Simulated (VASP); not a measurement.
These are PBEsol GGA, VASP's PBE PAW potentials (set 64) (plane waves; VASP) values and carry that method's errors.

VASP input:

**POSCAR**
```
TiAl
1
    2.7975382944     0.0000000000     0.0000000000
    0.0000000000     2.7975382944     0.0000000000
    0.0000000000     0.0000000000     4.0239800413
Ti Al
1 1
Direct
  0.0000000000  -0.0089364282   0.0000000000
  0.5000000000   0.5000000000   0.5000000000
```

File KPOINTS:
```
Automatic mesh
0
Gamma
12 12 8
0 0 0
```

**INCAR**
```
ALGO = Normal
EDIFF = 1E-7
ENCUT = 480
GGA = PS
ISIF = 2
ISMEAR = 1
LASPH = .TRUE.
LCHARG = .FALSE.
LMAXMIX = 4
LREAL = .FALSE.
LWAVE = .FALSE.
NELM = 100
PREC = Accurate
SIGMA = 0.1
SYSTEM = TiAl
```

POTCAR, in this order: Ti_sv Al (PBE.64 set). Program: vasp_std.

Problem. What does the run give for the energy per atom (σ→0), largest force, band gap (on the k-mesh)?

Solution. 
- energy per atom (σ→0) = -6.625 eV/atom
- band gap (on the k-mesh) = none (metal, semimetal or under 0.01 eV)
- largest force = 0.00464 Ry/bohr

OSZICAR:
```
...
DAV:   9    -0.132495837194E+02    0.11276E-02   -0.25602E-02  6644   0.216E+00    0.238E-01
DAV:  10    -0.132496451564E+02   -0.61437E-04   -0.16532E-03  6763   0.465E-01    0.641E-02
DAV:  11    -0.132496351755E+02    0.99809E-05   -0.46076E-04  7224   0.242E-01    0.457E-02
DAV:  12    -0.132496376683E+02   -0.24928E-05   -0.31398E-05  6276   0.614E-02    0.111E-02
DAV:  13    -0.132496371726E+02    0.49574E-06   -0.95708E-07  7059   0.102E-02    0.779E-03
DAV:  14    -0.132496372877E+02   -0.11510E-06   -0.10183E-06  6086   0.126E-02    0.591E-04
DAV:  15    -0.132496373034E+02   -0.15772E-07   -0.57116E-08  3133   0.262E-03
   1 F= -.13249637E+02 E0= -.13249845E+02  d E =0.624476E-03
```

The compound is TiAl in the L1_0 structure. This cell was strained or had an atom moved on purpose. The electron count is odd and the run is not spin-polarised, which forces a metal.
